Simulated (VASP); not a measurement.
Re12Se: single point with PBE

Slab: Re12Se, a slab with vacuum.

```
CELL_PARAMETERS angstrom
5.52000 0.00000 0.00000
2.76000 4.78046 0.00000
0.00000 0.00000 15.45740
ATOMIC_POSITIONS crystal
Re 0.00000 0.00000 0.06469
Re 0.50000 0.00000 0.06469
Re 0.00000 0.49999 0.06469
Re 0.50000 0.49999 0.06469
Re 0.76726 0.33288 0.20513
Re 0.31712 0.29108 0.21462
Re 0.85469 0.79580 0.19382
Re 0.33567 0.80651 0.20047
Re 0.02592 0.92476 0.36277
Re 0.53783 0.95254 0.33634
Re 0.96843 0.40082 0.34871
Re 0.50976 0.44339 0.36354
Se 0.67655 0.05571 0.47568
```

The cell was built by a generator and needn't be a form met in nature.

```
Program             : VASP 6.6.1
Task                : single point
Functional          : PBE
Potentials or basis : VASP PAW PBE potentials, release 64 (Re, Se)
Cutoff              : 520 eV
k mesh              : 3 × 3 × 1
Occupations         : fermi-dirac, width 0.1 eV
Spin                : no spin polarisation
```

```json
{
  "Largest force": "2.921 eV/Å",
  "Band gap on the k mesh": "none (metal or under the smearing width)"
}
```

Forces in eV/Å, atoms in the order of the input:
```
Re  -0.004 -0.130 -0.180
Re  -0.531 -0.278  0.051
Re  -0.434 -0.977 -0.495
Re  -0.456 -0.281 -0.739
Re   2.301 -1.796  0.096
Re   0.730  0.720 -1.594
Re  -0.713  1.227  2.321
Re  -0.841  0.961  0.050
Re   0.732 -1.021 -1.630
Re  -1.469 -0.655  1.588
Re   2.240  0.501 -0.855
Re  -1.369  1.274  0.016
Se  -0.187  0.457  1.372
```

Levels at points of the mesh, in eV from the Fermi level:
```csv
k point,band 42,band 43,band 44,band 45,band 46,band 47,band 48,band 49
"(0.00, 0.00, 0.00)",0.14,0.21,0.40,0.49,0.67,0.90,0.99,1.14
```

It took 5.5 min on 1 thread of AMD EPYC 9R45 96-Core Processor (Zen 5), on a shared host, peak memory 0.49 GiB.

Caveat: the k mesh is coarse (spacing up to 0.44 Å⁻¹), so the values aren't converged. Spin-orbit coupling is left out, which matters for the levels of Re.
